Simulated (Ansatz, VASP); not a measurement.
**AlGa3Sb2 in VASP and in Ansatz**

```
Al Ga Sb
1.0
     5.55047    0.00000    0.00000
    -2.77523    4.80685    0.00000
     0.00000    0.00000    7.89404
Al Ga Sb
1 3 2
Direct
  0.00000 0.00000 0.50000
  0.50000 0.00000 0.50000
  0.00000 0.50000 0.50000
  0.50000 0.50000 0.50000
  0.00000 0.00000 0.83310
  0.00000 0.00000 0.16690
```

Alike in both runs: functional PBE; k mesh 6 × 6 × 2; occupations gaussian, width 0.1 eV; no spin polarisation.

Ansatz relaxed the structure, and its values are those at the end. VASP's run is a single point on that final structure, the one shown.

|  | VASP | Ansatz |
| --- | --- | --- |
| version | VASP 6.6.1 | Ansatz 0.2.0 |
| potentials or method | VASP PAW PBE potentials, release 64 (Al, Ga_d, Sb) | scalar-relativistic, plane waves, PAW |
| plane-wave cutoff (eV) | 520 | 420 |
| valence electrons in the cell | 52 | 72 |

```csv
,VASP,Ansatz,Ansatz less VASP
gap on the k mesh at the Fermi level (eV),none,none,-
pressure (GPa),0.0,-0.1,-0.07
rms of the force components (eV/Å),0.002,0.006,+0.0040
```

A gap of «none» marks a metal or a gap that the smearing closes. The two sets of potentials don't hold the same shells in valence.

Caveats: the k mesh is coarse (spacing up to 0.40 Å⁻¹), so the values aren't converged. Spin-orbit coupling is left out, which matters for the levels of Sb.
